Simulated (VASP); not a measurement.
Method: PBE GGA, VASP's PBE PAW potentials (set 64) (plane waves; VASP).

Input for VASP

File POSCAR:
```
In
2.4555070
 -0.6537505289   0.6537505289   1.0000000000
  0.6537505289  -0.6537505289   1.0000000000
  0.6537505289   0.6537505289  -1.0000000000
In
1
Cartesian
  0.0000000000   0.0000000000   0.0000000000
```

### INCAR
```
SYSTEM = In
PREC = Accurate
ENCUT = 300
EDIFF = 1E-6
NELM = 100
ALGO = Normal
LREAL = .FALSE.
LASPH = .TRUE.
ISMEAR = -1
SIGMA = 0.1
GGA = PE
LMAXMIX = 4
LWAVE = .FALSE.
LCHARG = .FALSE.
ISIF = 2
```

File KPOINTS:
```
Automatic mesh
0
Gamma
7 7 7
0 0 0
```

POTCAR, in this order: In_d (PBE.64 set). Program: vasp_std.

At this cut-off the stress carries a Pulay error, which pulls relaxed volumes low. Gaps are read on the run's mesh, which can miss a band edge. Unless said otherwise, spin-orbit coupling is left out, though it shifts the bands of the heavy elements here.

Q: What does the run give for the energy per atom (σ→0), pressure, band gap (on the k-mesh)?

A: 
```yaml
energy per atom (σ→0): -2.531 eV/atom
band gap (on the k-mesh): none (metal, semimetal or under 0.01 eV)
pressure: 2.65 GPa
```

### OSZICAR
```
...
DAV:   4    -0.256835774765E+01   -0.37597E-01   -0.37592E-01  1028   0.712E+00
DAV:   5    -0.256991905689E+01   -0.15613E-02   -0.15613E-02  1040   0.114E+00    0.246E+00
DAV:   6    -0.254537334381E+01    0.24546E-01   -0.42307E-02   906   0.451E+00    0.124E+00
DAV:   7    -0.253956163666E+01    0.58117E-02   -0.14264E-02   944   0.245E+00    0.261E-01
DAV:   8    -0.253912769976E+01    0.43394E-03   -0.70797E-04   902   0.540E-01    0.345E-02
DAV:   9    -0.253913189753E+01   -0.41978E-05   -0.11195E-05  1094   0.424E-02    0.107E-02
DAV:  10    -0.253913192710E+01   -0.29571E-07   -0.74665E-07   510   0.135E-02
   1 F= -.25391319E+01 E0= -.25309417E+01  d E =-.163804E-01
```

The structure comes from a computed database's In entry; how it stands against other phases isn't given here. The cell was not relaxed at this level. The k-mesh is coarse (spacing up to 0.40 per Å, 2π included), so the numbers may not be converged in it. The run is one of a series of settings (KPOINTS 7×7×7 Γ-centred mesh against the base run), some of them coarse on purpose.
